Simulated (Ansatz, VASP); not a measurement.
## CaDy: VASP beside Ansatz

Aim: how closely do two programs agree when they are given the same cell, functional and k mesh? The cell is invented: As first built, before any earlier steps moved the atoms (in the runner's words): it takes the DyCd structure with some of its atoms replaced by other elements, volume scaled by an estimate. It may not be a known or stable phase. The cell is taken from a series of VASP runs on this material, whose earlier steps may have relaxed, scaled or displaced it; both programs get it as it stands.

Calculated with Ansatz 0.2.0; plane waves, with VASP 6.6.1 beside it; relaxation of cell and atoms at PBEsol with D4.

In doubt: a part-filled 4f shell, where there is one, can sit in one of many states, so energies may not be the lowest and differences between runs may mislead; derivatives with an open 4f shell can jump between states, which bears on forces and vibrations.

## (1) Set-up

It takes space group Pm-3m (No. 221, cubic). The conventional cell has a = 4.101 Å, b = 4.101 Å, c = 4.101 Å, α = 90.00°, β = 90.00°, γ = 90.00°. Dy has 8 Ca at 3.55 Å nearest. Ca has 8 Dy at 3.55 Å nearest. As first built, before any earlier steps moved the atoms (in the runner's words): sites of the DyCd structure (space group 221) filled with other elements, volume scaled by an estimate. Farther neighbours are not listed.

## (2) Ansatz: relaxation of cell and atoms, PBEsol with D4

Ansatz runs on its default PAW (the set named soft_2) files.

The relaxed volume is the usual yardstick between codes: its relative difference is about their pressure difference at one cell divided by the bulk modulus.

Contents of input.yaml:

```yaml
crystal:
  lattice:
    - [4.1011821401, 0.0, 0.0]
    - [0.0, 4.1011821401, 0.0]
    - [0.0, 0.0, 4.1011821401]
  atoms:
    - { symbol: Dy, position: [0.5, 0.5, 0.5], spin: 5.0 }
    - { symbol: Ca, position: [0.0, 0.0, 0.0] }
hamiltonian:
  xc: pbesol
  pseudopotentials: { kind: paw }
  dispersion: d4
magnetization:
  spin_polarized: true
kpoints:
  mp_grid: { grid: [6, 6, 6] }
scf:
  occupations: { method: methfessel_paxton, width: 0.2 }
relax:
  f_tol: 0.01
  max_steps: 60
  cell: { stress_tol: 0.05 }
output:
  forces: true
  stress: true
```

The run is started by

```
ansatz run input.yaml --threads 4 --pin off --max-ram 9216MiB --backend cpu --events-out ev --progress --plain --runs-dir out
```

Numbers of over 12 decimals in the logs are rounded to 6 here.

Output:

```text
Engine: ansatz 0.2.0, aarch64-unknown-linux-gnu
Pseudopotentials: kind: paw
Pseudopotential: Dy, paw, valence charge 20, recommended cutoff 420 eV (normal), Dy.paw.azcp
Pseudopotential: Ca, paw, valence charge 10, recommended cutoff 420 eV (normal), Ca.paw.azcp
Functional definition: PBEsol
  exchange = pbesol_x
  correlation = pbesol_c
Crystal: 2 atoms, lattice volume = 68.981 Å³
Basis set: ecut = 420 eV, 1357 PW (Γ), exchange–correlation on 60×60×60 points (8 copies of the dense FFT grid, shifted against one another)
Bands: 22, of which v1, the nominal top of the filled ones, is band 15 counted from 1 (14 counted from 0)
Symmetry: 48 space group operations
Space group: Pm-3m (ITA 221), of the structure as read, at distance tolerance 4.1e-5 Å
Magnetic group: BNS 221.92 (UNI 1594), of the structure as read, at distance tolerance 4.1e-5 Å
k-points: 20 of 216
Non-local potential: Dy, projectors of the file, l = 0: 3, l = 1: 2, l = 2: 2, l = 3: 3
Non-local potential: Ca, projectors of the file, l = 0: 3, l = 1: 2, l = 2: 2
PAW form: soft (Blöchl's): semilocal exchange-correlation on the pseudo side does not see the compensation charge
PAW frozen core: Dy, regenerated for the run's functional, and the local potential with it (the file was generated under x = pbe(κ = 0.804, μ = 0.219515), c = pbe(β = 0.066725))
PAW frozen core: Ca, regenerated for the run's functional, and the local potential with it (the file was generated under x = pbe(κ = 0.804, μ = 0.219515), c = pbe(β = 0.066725))
PAW one-centre angular grid: Dy, 590 points (default); XC on 64 Gauss nodes
PAW one-centre angular grid: Ca, 110 points (default); XC on 64 Gauss nodes
Initial density: superposition of atomic densities (chi_scale 0.1, normalization cell)
Starting moments: Σ|m| = 5 μB on 1 of 2 sites
Initial wavefunctions: pseudopotential atomic-orbital guess
Functional: x = pbesol(κ = 0.804, μ = 0.123457), c = pbesol(β = 0.046)
iter 1 solved again at ethr=1.09e-3 eV; its pass at ethr=3.10e-3 eV (dr2=3.28e-1 eV) is discarded
SCF iter   1: F=—  HF=-12289.765125 eV  |F-HF|=—  |Δ(HF+E_count)|=         —  Δρ=1.57e-2 (↑6.70e-3 ↓1.57e-2)  dr2=3.32e-1  dr2_m=3.72e-2  M=4.785 μB ∫|m|=4.793 μB  β_m=0.30  ethr=1.09e-3  ⟨swp⟩=1.0  Hψ=5971  notcnv=0
Mixer restart at iter 1: flushing history
preconditioner: auto → Kerker (q_TF=auto, 2.375 Å⁻¹)  [metal: Δε(μ)=0.005 eV  Ē_g=12.975 eV  σ=0.200 eV  W_gap=0.01  n_scr=18 (ndim 8)  ℏωp=22.8 eV  f_vac=0.000  D(μ)=18.66/eV (n_scr^D=388)]
spin=Collinear: Kerker preconditioning applied to the charge; magnetization (m = ρ↑ − ρ↓) channel mixes plain (no charge-response kernel on spin).
SCF iter   2: F=—  HF=-12289.797101 eV  |F-HF|=—  |Δ(HF+E_count)|=   3.20e-2  Δρ=1.14e-2 (↑5.45e-3 ↓1.14e-2)  dr2=1.60e-1  dr2_m=2.61e-2  M=4.775 μB ∫|m|=4.783 μB  β_m=0.65  ethr=1.09e-3  ⟨swp⟩=2.3  Hψ=1293  notcnv=0
SCF iter   3: F=—  HF=-12290.162758 eV  |F-HF|=—  |Δ(HF+E_count)|=         —  Δρ=1.02e-2 (↑2.55e-3 ↓1.02e-2)  dr2=5.34e-2  dr2_m=1.57e-2  M=4.766 μB ∫|m|=4.773 μB  β_m=1.00  ethr=5.33e-4  ⟨swp⟩=2.2  Hψ=1362  notcnv=0  defer=1
Mixer restart at iter 3: flushing history
SCF iter   4: F=—  HF=-12290.002095 eV  |F-HF|=—  |Δ(HF+E_count)|=   1.61e-1  Δρ=2.34e-3 (↑2.31e-3 ↓2.34e-3)  dr2=8.89e-3  dr2_m=6.92e-5  M=4.743 μB ∫|m|=4.755 μB  β_m=0.65  ethr=1.67e-4  ⟨swp⟩=2.1  Hψ=1587  notcnv=0  defer=2
SCF iter   5: F=—  HF=-12290.005603 eV  |F-HF|=—  |Δ(HF+E_count)|=   3.51e-3  Δρ=1.74e-3 (↑1.74e-3 ↓1.53e-3)  dr2=8.13e-3  dr2_m=3.73e-5  M=4.737 μB ∫|m|=4.755 μB  β_m=0.50  ethr=2.96e-5  ⟨swp⟩=2.6  Hψ=2007  notcnv=0
SCF iter   6: F=—  HF=-12289.998696 eV  |F-HF|=—  |Δ(HF+E_count)|=   6.91e-3  Δρ=8.53e-4 (↑5.34e-4 ↓8.53e-4)  dr2=1.02e-3  dr2_m=6.97e-5  M=4.733 μB ∫|m|=4.750 μB  β_m=0.73  ethr=2.71e-5  ⟨swp⟩=2.0  Hψ=1687  notcnv=0
SCF iter   7: F=—  HF=-12290.000135 eV  |F-HF|=—  |Δ(HF+E_count)|=   1.44e-3  Δρ=1.06e-3 (↑1.13e-4 ↓1.06e-3)  dr2=6.90e-4  dr2_m=1.85e-4  M=4.710 μB ∫|m|=4.732 μB  β_m=0.46  ethr=3.39e-6  ⟨swp⟩=2.0  Hψ=1605  notcnv=0
SCF iter   8: F=—  HF=-12290.000873 eV  |F-HF|=—  |Δ(HF+E_count)|=   7.38e-4  Δρ=2.29e-4 (↑1.18e-4 ↓2.29e-4)  dr2=1.98e-5  dr2_m=1.50e-5  M=4.698 μB ∫|m|=4.723 μB  β_m=0.71  ethr=2.30e-6  ⟨swp⟩=2.0  Hψ=1560  notcnv=0
SCF iter   9: F=—  HF=-12289.932902 eV  |F-HF|=—  |Δ(HF+E_count)|=         —  Δρ=1.65e-2 (↑1.74e-3 ↓1.65e-2)  dr2=1.53e-1  dr2_m=4.45e-2  M=4.466 μB ∫|m|=4.557 μB  β_m=0.71  ethr=6.59e-8  ⟨swp⟩=2.5  Hψ=1654  notcnv=0
Mixer restart at iter 9: flushing history
iteration 9: the input's own smearing fills from here on; a Gaussian of 0.2 eV has filled iterations ahead of it
SCF iter  10: F=—  HF=-12290.905350 eV  |F-HF|=—  |Δ(HF+E_count)|=   9.72e-1  S|Δr|=    0.00e0  Δρ=2.46e-1 (↑1.81e-2 ↓2.46e-1)  dr2=3.69e1  dr2_m=9.20e0  M=6.721 μB ∫|m|=6.780 μB  β_m=0.34  ethr=6.59e-8  ⟨swp⟩=6.0  Hψ=3873  notcnv=1  recentre
SCF iter  11: F=—  HF=-12289.931656 eV  |F-HF|=—  |Δ(HF+E_count)|=   9.74e-1  S|Δr|=    0.00e0  Δρ=1.28e-2 (↑1.32e-3 ↓1.28e-2)  dr2=9.44e-2  dr2_m=2.66e-2  M=4.486 μB ∫|m|=4.583 μB  β_m=0.39  ethr=6.59e-8  ⟨swp⟩=6.0  Hψ=4033  notcnv=0  defer=6
SCF iter  12: F=—  HF=-12289.929490 eV  |F-HF|=—  |Δ(HF+E_count)|=   2.17e-3  S|Δr|=    0.00e0  Δρ=1.62e-3 (↑3.26e-4 ↓1.62e-3)  dr2=1.38e-3  dr2_m=5.11e-4  M=4.583 μB ∫|m|=4.673 μB  β_m=0.42  ethr=6.59e-8  ⟨swp⟩=3.0  Hψ=2033  notcnv=0  defer=5
SCF iter  13: F=—  HF=-12289.929541 eV  |F-HF|=—  |Δ(HF+E_count)|=   5.16e-5  S|Δr|=    0.00e0  Δρ=5.36e-4 (↑1.34e-4 ↓5.36e-4)  dr2=2.00e-4  dr2_m=4.92e-5  M=4.577 μB ∫|m|=4.678 μB  β_m=0.38  ethr=6.59e-8  ⟨swp⟩=2.1  Hψ=1554  notcnv=0  defer=5
SCF iter  14: F=—  HF=-12289.929557 eV  |F-HF|=—  |Δ(HF+E_count)|=   1.58e-5  S|Δr|=    0.00e0  Δρ=6.21e-4 (↑3.90e-5 ↓6.21e-4)  dr2=2.03e-4  dr2_m=6.22e-5  M=4.585 μB ∫|m|=4.688 μB  β_m=0.69  ethr=6.59e-8  ⟨swp⟩=2.2  Hψ=1359  notcnv=0  defer=5
SCF iter  15: F=—  HF=-12289.929566 eV  |F-HF|=—  |Δ(HF+E_count)|=   8.61e-6  S|Δr|=    0.00e0  Δρ=1.24e-4 (↑5.40e-5 ↓1.24e-4)  dr2=8.13e-6  dr2_m=3.73e-6  M=4.575 μB ∫|m|=4.682 μB  β_m=0.37  ethr=6.59e-8  ⟨swp⟩=1.9  Hψ=1167  notcnv=0  defer=5
SCF iter  16: F=—  HF=-12289.929570 eV  |F-HF|=—  |Δ(HF+E_count)|=   4.18e-6  S|Δr|=    0.00e0  Δρ=3.49e-5 (↑3.24e-5 ↓3.49e-5)  dr2=3.34e-7  dr2_m=6.53e-7  M=4.574 μB ∫|m|=4.683 μB  β_m=0.69  ethr=2.71e-8  ⟨swp⟩=1.1  Hψ=885  notcnv=0  defer=5
SCF iter  17: F=—  HF=-12289.929572 eV  |F-HF|=—  |Δ(HF+E_count)|=   2.66e-6  S|Δr|=    0.00e0  Δρ=2.66e-5 (↑1.77e-5 ↓2.66e-5)  dr2=2.18e-7  dr2_m=2.55e-7  M=4.572 μB ∫|m|=4.683 μB  β_m=0.75  ethr=1.11e-9  ⟨swp⟩=2.5  Hψ=1481  notcnv=0  defer=5
SCF iter  18: F=—  HF=-12289.929573 eV  |F-HF|=—  |Δ(HF+E_count)|=   8.64e-7  S|Δr|=    0.00e0  Δρ=1.25e-5 (↑3.38e-6 ↓1.25e-5)  dr2=1.40e-7  dr2_m=2.21e-8  M=4.570 μB ∫|m|=4.683 μB  β_m=0.71  ethr=7.26e-10  ⟨swp⟩=2.1  Hψ=1320  notcnv=0  defer=5
SCF iter  19: F=-12289.929573 eV  HF=-12289.929573 eV  |F-HF|=8.37e-11  |Δ(HF+E_count)|=   4.08e-8  S|Δr|=    0.00e0  Δρ=1.50e-6 (↑1.38e-6 ↓1.50e-6)  dr2=2.73e-9  dr2_m=9.59e-10  M=4.570 μB ∫|m|=4.683 μB  ethr=3.33e-10  ⟨swp⟩=3.9  Hψ=2254  notcnv=0
SCF 1 converged in 19 iterations: F = -12289.929573 eV  dr2 = 2.73e-9
  greatest PAW one-centre occupation: 0.998 electrons in one spin orbital (limit 2), on the Dy atom at site 0 (counted from 0), in its partial waves of l = 0
relax step   1: F+E_penalty+E_count = -12289.92957338 eV  Δ(F+E_penalty+E_count) = +0.000e0 eV  max|allowed force component| = 3.031e-29 eV/Å  Δτ_max = 0.0000 Å  P = +0.304 GPa  Ω = 68.981 Å³  (19 SCF iters, dr2 threshold 1.00e-7 eV, accepted)
[...]
relax step   2: F+E_penalty+E_count = -12289.93023787 eV  Δ(F+E_penalty+E_count) = -6.645e-4 eV  max|allowed force component| = 6.475e-30 eV/Å  Δτ_max = 0.0000 Å  P = +0.130 GPa  Ω = 69.514 Å³  energy of the carried Pulay correction = -5.681e-5 eV  (9 SCF iters, dr2 threshold 2.00e-7 eV, accepted)
[...]
relax step   3: F+E_penalty+E_count = -12289.93036119 eV  Δ(F+E_penalty+E_count) = -1.233e-4 eV  max|allowed force component| = 1.571e-29 eV/Å  Δτ_max = 0.0000 Å  P = +0.002 GPa  Ω = 69.920 Å³  energy of the carried Pulay correction = -9.956e-5 eV  (9 SCF iters, dr2 threshold 4.25e-8 eV, accepted)
[...]
relax step   4: F+E_penalty+E_count = -12289.93047651 eV  Δ(F+E_penalty+E_count) = -1.153e-4 eV  max|allowed force component| = 7.198e-30 eV/Å  Δτ_max = 0.0000 Å  P = +0.002 GPa  Ω = 69.920 Å³  stress off target by 1.94e-3 GPa  SCF on the basis re-selected at this cell (its energy is not comparable with the rows above)  (11 SCF iters)
basis re-selected at this cell: Δ(F+E_penalty+E_count) = -1.153e-4 eV, ΔP = +0.000 GPa vs the last step (what re-selecting the basis moved, of the pressure what is left beyond the Pulay correction that the steps carried, after the strain that the cell walked since its last selection, with what the two solves' SCF thresholds leave and, on support functions, any second-order correction that the steps lacked; it is no m [...]
SCF converged after 11 iterations
Stability not checked: this state was not tested for a lower state beside it, because cold or Methfessel-Paxton smearing, or corrected tetrahedra, fill the levels in a way that the test cannot read (fill_not_monotonic; see scf.lower_state_search)
Magnetization: 4.5640 μB (17.2820 up, 12.7180 down)
Absolute magnetization: 4.6752 μB (∫|ρ↑−ρ↓|, with the PAW one-centre terms)
Spin contamination: 0.1193 ħ² per cell (⟨S²⟩ above its minimum at these occupations)
Per-site moments (μB) at R_I (Å): [(4.589062, 1.471707), (-0.029513, 1.471707)]
Free energy (F): -12289.930477 eV
Harris-Foulkes:  -12289.930477 eV  (|F-HF|=1.82e-12)
Internal energy: -12289.908260 eV  (E = F + TS)
E sigma→0 (E₀):  -12289.924922 eV
Entropy (-TS):   -0.022217 eV (-11.108 meV/atom)
Fermi energy:    8.613475 eV
Step filling:    the computed levels leave a gap of 0.0000 eV = 0.0 smearing widths at the electron count; against every level under it full and every level over it empty, smearing changes F+E_penalty+E_count by -7.757 meV and its σ→0 estimate by -2.203 meV
--- Per-component energies (eV) ---
  E_band       = -210.945609
  E_kinetic    = 638.770054
  E_local      = -4653.585818  (includes V_loc(G=0)·N_el)
  E_nonlocal   = 855.940563
  E_hartree    = 1867.998796
  E_xc         = -313.597128
  E_vxc        = -374.972931  (∫ρ·V_xc dr)
  E_paw        = -7646.284310  (= ΣΔE_a)
  E_vpaw       = -413.094951  (= ΣTr[D̂ρ^β])
  E_aug_tail   = -0.000008  (compensation charges beyond the density's cutoff)
  E_ewald      = -3039.905807
  E_disp       = -0.177305  (pairwise vdW)
  E_core_change = 0.932704  (= ΣΔE_core)
  E_smearing   = -0.022217  (= −TS)
  E_closure    = -0.000000  (closes the sum)
  Σ components = -12289.930477   (vs F -12289.930477, Δ=0.00e0)
--- Forces (eV/Å), atoms counted from 1 ---
  atom   1  Dy    -0.00000000     0.00000000    -0.00000000
  atom   2  Ca    -0.00000000     0.00000000     0.00000000
  max |Σ_I F_I| component: 1.51e-29 eV/Å
--- Stress (GPa, compression-positive) ---
        0.001941      -0.000000       0.000000
       -0.000000       0.001941       0.000000
        0.000000       0.000000       0.001941
  P = ⅓ Tr σ = 0.0019 GPa (0.019 kbar)
--- Relaxed structure (3 steps of the walk, 3 accepted, 1 SCFs on fresh bases) ---
  F+E_penalty+E_count = -12289.93047651 eV   max|allowed force component| = 7.198e-30 eV/Å   (the final SCF, on the basis selected at the relaxed cell)
  cell:  # Å, volume = 69.9199 Å³
    - [4.119713, 0, 0]
    - [0, 4.119713, 0]
    - [0, 0, 4.119713]
  atoms:
    - { symbol: Dy, position: [0.5, 0.5, 0.5] }
    - { symbol: Ca, position: [0, 0, 0] }
```

Elapsed: 4.7 s, on 4 threads of Arm Neoverse V2, shared host; peak memory 0.39 GiB; 17 s of CPU time.

[end of part 1 of 2]

[Lines on the potential files, build, host, timing and source positions are cut from VASP's logs without a mark.]

[Logs are printed without paths, hosts, clocks, repeated set-up lines and the standing remarks that a program may print on its own settings, such as how far it seeks lower states.]

[Hosts, paths, dates, database ids (printed as entryN), source tags and the programs' standing remarks are cut or masked in the printed files.]
